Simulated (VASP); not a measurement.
Given:

```yaml
crystal:
  lattice:
    - [0.00000, 2.69188, 2.69188]
    - [2.69188, 0.00000, 2.69188]
    - [2.69188, 2.69188, 0.00000]
  atoms:
    - { symbol: Si, position: [0.00000, 0.00000, 0.00000] }
    - { symbol: Si, position: [0.25000, 0.25000, 0.25000] }
```

The numbers are results of revTPSS meta-GGA, VASP's PBE PAW potentials (set 64) (plane waves; VASP), not measurements. Settings: 520 eV cut-off, 8×8×8 Γ-centred mesh, Gaussian smearing of 0.050 eV, potentials Si.

**Question.** What does the run give for the energy per atom (σ→0), pressure?

**Answer.** 
The energy per atom (σ→0) is -6.708 eV/atom and the pressure comes out as 3.05 GPa.

Only differences to runs with the same potentials and settings are physical.

The compound is Si in the diamond structure. This cell is one point of a volume scan, at 0.97 of the reference volume.
